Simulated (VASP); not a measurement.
Input:

```xyz
1
Lattice="-1.6500 1.6500 1.6500 1.6500 -1.6500 1.6500 1.6500 1.6500 -1.6500" Properties=species:S:1:pos:R:3 pbc="T T T"
Nb     0.0000     0.0000     0.0000
```

These are vdW-DF2, VASP's PBE PAW potentials (set 64) (plane waves; VASP) values and carry that method's errors. Run with 520 eV cut-off, 14×14×14 Γ-centred mesh, first-order Methfessel-Paxton smearing of 0.10 eV, potentials Nb_sv.

Energy and stress use the plane-wave basis of the starting cell.

**Question.** The ions, cell shape and volume are relaxed. Predict the relaxed structure.

**Answer.** 
```xyz
1
Lattice="-1.6892 1.6892 1.6892 1.6892 -1.6892 1.6892 1.6892 1.6892 -1.6892" Properties=species:S:1:pos:R:3 pbc="T T T"
Nb     0.0000     0.0000     0.0000
```
Space group Im-3m (229), at a tolerance of 0.03 Å.

**Question.** How do energy and volume change from the first to the last step?

**Answer.** The energy (σ→0) changes by -47.1 meV/atom and the volume by +7.3 %, in 4 ionic steps.

```tsv
step	E(σ→0) (eV)	max force (eV/Å)	pressure (GPa)	volume (Å³)
1	-6.2874	0.000	12.30	17.97
2	-6.2029	0.000	-15.21	21.80
3	-6.3344	0.000	-0.37	19.32
4	-6.3345	0.000	-0.04	19.28
```

The compound is Nb in the bcc structure. This run relaxes it. Symmetry was kept, so distortions that lower it aren't found.
